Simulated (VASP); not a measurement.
OSZICAR of a VASP run on BaTiO₃ (cubic perovskite):

**OSZICAR**
```
       N       E                     dE             d eps       ncg     rms          rms(c)
DAV:   1     0.487866839683E+03    0.48787E+03   -0.20507E+04   960   0.185E+03
DAV:   2    -0.149601464907E+02   -0.50283E+03   -0.47979E+03  1088   0.534E+02
DAV:   3    -0.921706393962E+02   -0.77210E+02   -0.75373E+02  1328   0.199E+02
DAV:   4    -0.972030567636E+02   -0.50324E+01   -0.50250E+01  1384   0.473E+01
DAV:   5    -0.974939588418E+02   -0.29090E+00   -0.29081E+00  1392   0.928E+00    0.232E+01
DAV:   6    -0.738043228224E+02    0.23690E+02   -0.44837E+01  1384   0.789E+01    0.724E+00
DAV:   7    -0.736021085955E+02    0.20221E+00   -0.54659E+00  1264   0.161E+01    0.416E+00
DAV:   8    -0.761522586689E+02   -0.25502E+01   -0.15839E+00  1096   0.117E+01    0.197E+00
DAV:   9    -0.737812771848E+02    0.23710E+01   -0.12718E+00  1048   0.936E+00    0.104E+00
DAV:  10    -0.744101862591E+02   -0.62891E+00   -0.37948E-01  1112   0.514E+00    0.487E-01
DAV:  11    -0.743652738173E+02    0.44912E-01   -0.38589E-02  1160   0.175E+00    0.161E-01
DAV:  12    -0.744150845860E+02   -0.49811E-01   -0.30904E-02  1024   0.162E+00    0.137E-01
DAV:  13    -0.744174263068E+02   -0.23417E-02   -0.24750E-03  1240   0.341E-01    0.129E-01
DAV:  14    -0.744164255791E+02    0.10007E-02   -0.13200E-03   984   0.419E-01    0.532E-02
DAV:  15    -0.744184905865E+02   -0.20650E-02   -0.11445E-03   992   0.361E-01    0.308E-02
DAV:  16    -0.744185908874E+02   -0.10030E-03   -0.11006E-04  1416   0.929E-02    0.298E-02
DAV:  17    -0.744185903133E+02    0.57412E-06   -0.10854E-05  1216   0.258E-02    0.276E-02
DAV:  18    -0.744185854538E+02    0.48594E-05   -0.84021E-06  1128   0.327E-02    0.360E-03
DAV:  19    -0.744185848944E+02    0.55944E-06   -0.12836E-06   696   0.143E-02
   1 F= -.74418585E+02 E0= -.74418585E+02  d E =-.176282E-18  mag=     0.0000    -0.0000    -0.0000
       N       E                     dE             ncg
       N       E                     dE             ncg
       N       E                     dE             ncg
       N       E                     dE             ncg
       N       E                     dE             ncg
```

**Question.** Which electronic solver shows in the log?

**Answer.** It is blocked Davidson (ALGO = Normal, or the opening steps of other solvers). The INCAR had ALGO = Normal.

**Question.** How was spin treated?

**Answer.** With non-collinear spinors: mag has three components.

**Question.** Can the final energy be trusted as converged?

**Answer.** Self-consistency was reached. It stopped with EDIFF = 1E-6, NELM = 100 (r2SCAN meta-GGA with spin-orbit coupling, plane waves, VASP's PBE PAW potentials (set 64)).

The compound is BaTiO3 in the cubic perovskite structure, the ideal cubic form; the compound distorts at low or room temperature. It was relaxed first.
